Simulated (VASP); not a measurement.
Level of theory: PBE GGA, VASP's PBE PAW potentials (set 64) (plane waves; VASP 6.6.1).

Input for VASP

**POSCAR**
```
Ta
3.30
 -0.5000000000   0.5000000000   0.5000000000
  0.5000000000  -0.5000000000   0.5000000000
  0.5000000000   0.5000000000  -0.5000000000
Ta
1
Cartesian
  0.0000000000   0.0000000000   0.0000000000
```

INCAR:
```
# general
SYSTEM  = Ta
PREC    = Accurate
ENCUT   = 400
LREAL   = .FALSE.
LASPH   = .TRUE.

# electronic loop
EDIFF   = 1E-6
NELM    = 100
ALGO    = Normal
LMAXMIX = 6

# smearing
ISMEAR  = 1
SIGMA   = 0.1

# functional
GGA     = PE

# ions
ISIF    = 2

# output
LWAVE   = .FALSE.
LCHARG  = .FALSE.
```

KPOINTS:
```
K-points
0
gamma
12 12 12
0 0 0
```

POTCAR, in this order: Ta_pv (PBE.64 set). Program: vasp_std.

The resulting files:

OUTCAR:
```
 ion  position               nearest neighbor table
   1  0.000  0.000  0.000-
  LATTYP: Found a body centered cubic cell.
 ALAT       =     3.3000000000
 Subroutine PRICEL returns:
 Original cell was already a primitive cell.
 Subroutine GETGRP returns: Found 48 space group operations
The static configuration has the point symmetry O_h .
The dynamic configuration has the point symmetry O_h .
 Subroutine INISYM returns: Found 48 space group operations
 Subroutine IBZKPT returns following result:
 Found     72 irreducible k-points:

 Following reciprocal coordinates:
            Coordinates               Weight
  0.000000  0.000000  0.000000      1.000000
  0.083333  0.000000  0.000000     12.000000
  0.166667  0.000000  0.000000     12.000000
  0.250000  0.000000  0.000000     12.000000
  0.333333  0.000000  0.000000     12.000000
  0.416667  0.000000  0.000000     12.000000
  0.500000  0.000000  0.000000      6.000000
  0.083333  0.083333  0.000000     24.000000
  0.166667  0.083333  0.000000     48.000000
  0.250000  0.083333  0.000000     48.000000
...
```

OSZICAR:
```
       N       E                     dE             d eps       ncg     rms          rms(c)
DAV:   1     0.389526795317E+02    0.38953E+02   -0.57997E+03  1296   0.972E+02
DAV:   2    -0.116039132681E+02   -0.50557E+02   -0.49558E+02  1589   0.223E+02
DAV:   3    -0.122494648271E+02   -0.64555E+00   -0.62831E+00  1506   0.253E+01
DAV:   4    -0.122529055133E+02   -0.34407E-02   -0.34388E-02  1433   0.173E+00
DAV:   5    -0.122529276920E+02   -0.22179E-04   -0.22178E-04  1464   0.117E-01    0.136E+01
DAV:   6    -0.119031560189E+02    0.34977E+00   -0.39276E-01  1346   0.767E+00    0.668E+00
DAV:   7    -0.118018521969E+02    0.10130E+00   -0.31247E-01  1364   0.648E+00    0.438E-01
DAV:   8    -0.118007284971E+02    0.11237E-02   -0.41822E-03  1368   0.829E-01    0.108E-01
DAV:   9    -0.118007007912E+02    0.27706E-04   -0.13749E-04  1391   0.151E-01    0.314E-02
DAV:  10    -0.118006952259E+02    0.55654E-05   -0.43694E-06  1453   0.297E-02    0.550E-03
DAV:  11    -0.118006956214E+02   -0.39547E-06   -0.22269E-07   687   0.666E-03
   1 F= -.11800696E+02 E0= -.11800338E+02  d E =-.107287E-02
```

OUTCAR:
```
------------------------ aborting loop because EDIFF is reached ----------------------------------------
  FORCE on cell =-STRESS in cart. coord.  units (eV):
  Direction    XX          YY          ZZ          XY          YZ          ZX
  --------------------------------------------------------------------------------------
  Total        0.2746072      0.2746072      0.2746072      0.0000000      0.0000000     -0.0000000
  in kB       24.4855971     24.4855971     24.4855971      0.0000000      0.0000000     -0.0000000
  external PRESSURE =      24.4855971 kB  Pullay stress =       0.0000000 kB
  volume of cell :       17.97
      direct lattice vectors                 reciprocal lattice vectors
    -1.650000000  1.650000000  1.650000000     0.000000000  0.303030303  0.303030303
     1.650000000 -1.650000000  1.650000000     0.303030303  0.000000000  0.303030303
     1.650000000  1.650000000 -1.650000000     0.303030303  0.303030303  0.000000000
 POSITION                                       TOTAL-FORCE (eV/Angst)
 -----------------------------------------------------------------------------------
      0.00000      0.00000      0.00000         0.000000     -0.000000      0.000000
 -----------------------------------------------------------------------------------
    total drift:                                0.000000     -0.000000     -0.000000
  FREE ENERGIE OF THE ION-ELECTRON SYSTEM (eV)
  ---------------------------------------------------
  free  energy   TOTEN  =       -11.8006956214 eV

  energy  without entropy=      -11.7996227513  energy(sigma->0) =      -11.80033800
```
(Selected blocks of OUTCAR.)

The compound is Ta in the bcc structure. The cell was not relaxed at this level.
